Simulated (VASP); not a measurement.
Computed with PBEsol GGA, VASP's PBE PAW potentials (set 64) (plane waves; VASP).

VASP ran on this input.

**INCAR**
```
SYSTEM=Be3HgTe4
PREC=Accurate; ENCUT=400; LREAL=.False.
LASPH=.True.; ICHARG=11
EDIFF=1E-7; NELM=100; ALGO=Normal
LMAXMIX=6
ISMEAR=0; SIGMA=0.05
GGA=PS
LWAVE=.False.; LCHARG=.False.; LORBIT=11
```

**KPOINTS**
```
k-points along high-symmetry lines
12
Line-mode
Reciprocal
  0.000000   0.000000   0.000000 ! GAMMA
  0.000000   0.000000  -0.500000 ! T

  0.000000   0.000000  -0.500000 ! T
 -0.328125   0.328125  -0.500000 ! H_2

 -0.343750   0.328125  -0.187500 ! H_0
  0.000000   0.500000   0.500000 ! L

  0.000000   0.500000   0.500000 ! L
  0.000000   0.000000   0.000000 ! GAMMA

  0.000000   0.000000   0.000000 ! GAMMA
 -0.335938   0.335938   0.000000 ! S_0

 -0.335938   0.328125  -0.343750 ! S_2
 -0.500000   0.000000  -1.000000 ! F

 -0.500000   0.000000  -1.000000 ! F
  0.000000   0.000000   0.000000 ! GAMMA
```

File POSCAR:
```
Be3HgTe4
11.7567780
  0.0000000000   0.2472163568   0.2472163568
  0.2472163568   0.0000000000   0.2472163568
  1.0000000344   1.0000000344  -0.0111346072
Hg Te Be
1 4 3
Cartesian
  0.9929072322   0.9929072322  -0.0040418050
  0.1432950627   0.1432950627   0.1039212941
  0.3810335824   0.3810335824   0.1133991312
  0.6202545673   0.6202545673   0.1213945031
  0.8584294530   0.8584294530   0.1304359742
  0.5085961834   0.5085961834   0.4802692437
  0.7473786905   0.7473786905   0.4887030935
  0.7397544451   0.7397544451   0.0018946252
```

POTCAR, in this order: Hg Te Be (PBE.64 set). Program: vasp_std. Read from the step before: CHGCAR.

Output

OSZICAR:
```
       N       E                     dE             d eps       ncg     rms          rms(c)
DAV:   1     0.192970034322E+03    0.19297E+03   -0.14624E+04  4368   0.108E+03
DAV:   2    -0.874838824407E+01   -0.20172E+03   -0.19763E+03  5250   0.225E+02
DAV:   3    -0.231099689239E+02   -0.14362E+02   -0.14068E+02  5658   0.641E+01
DAV:   4    -0.234044254324E+02   -0.29446E+00   -0.29381E+00  6082   0.901E+00
DAV:   5    -0.234087503790E+02   -0.43249E-02   -0.43218E-02  5758   0.111E+00
DAV:   6    -0.234088891440E+02   -0.13877E-03   -0.13874E-03  6148   0.167E-01
DAV:   7    -0.234088931152E+02   -0.39711E-05   -0.39704E-05  5772   0.252E-02
DAV:   8    -0.234088933127E+02   -0.19756E-06   -0.19803E-06  4988   0.481E-03
DAV:   9    -0.234088933222E+02   -0.94651E-08   -0.94748E-08  4482   0.112E-03
   1 F= -.23408893E+02 E0= -.23408893E+02  d E =-.334881E-14
```

File OUTCAR:
```
 val. band max:        5.1978697581   @ k =   0.0000   0.0000   0.0000

 cond. band min:       5.9038993897   @ k =  -0.5000   0.0000  -1.0000



 k-point     1 :       0.0000    0.0000    0.0000
  band No.  band energies     occupation
      1      -7.8894      2.00000
      2      -7.4263      2.00000
      3      -7.2041      2.00000
      4      -6.5902      2.00000
      5      -2.5651      2.00000
      6      -2.4734      2.00000
      7      -2.4734      2.00000
      8      -2.1025      2.00000
      9      -2.1025      2.00000
     10      -1.3632      2.00000
     11       0.6733      2.00000
     12       1.1362      2.00000
     13       2.9182      2.00000
     14       2.9182      2.00000
     15       3.3202      2.00000
     16       3.3202      2.00000
     17       3.7263      2.00000
     18       3.7263      2.00000
     19       4.1733      2.00000
     20       5.1979      2.00000
     21       5.1979      2.00000
     22       6.2177      0.00000
     23       6.7786      0.00000
     24       7.0348      0.00000
     25       7.2564      0.00000
     26       7.8513      0.00000

 k-point     2 :       0.0000    0.0000   -0.0455
  band No.  band energies     occupation
      1      -7.8887      2.00000
      2      -7.4318      2.00000
      3      -7.1977      2.00000
      4      -6.5920      2.00000
      5      -2.5658      2.00000
      6      -2.4734      2.00000
      7      -2.4734      2.00000
      8      -2.1025      2.00000
      9      -2.1025      2.00000
     10      -1.3575      2.00000
     11       0.6256      2.00000
     12       1.1875      2.00000
     13       2.9185      2.00000
     14       2.9185      2.00000
     15       3.3191      2.00000
     16       3.3191      2.00000
     17       3.7274      2.00000
     18       3.7274      2.00000
     19       4.1552      2.00000
     20       5.1973      2.00000
     21       5.1973      2.00000
     22       6.2309      0.00000
     23       6.7789      0.00000
...
```

The density is held fixed in this step, so its total energy and stress have no physical meaning. Unless said otherwise, spin-orbit coupling is left out, though it shifts the bands of the heavy elements here.

The structure was generated: Be3HgTe4 was put into an ordered model structure (R3m), which need not be its known phase. It was relaxed first.
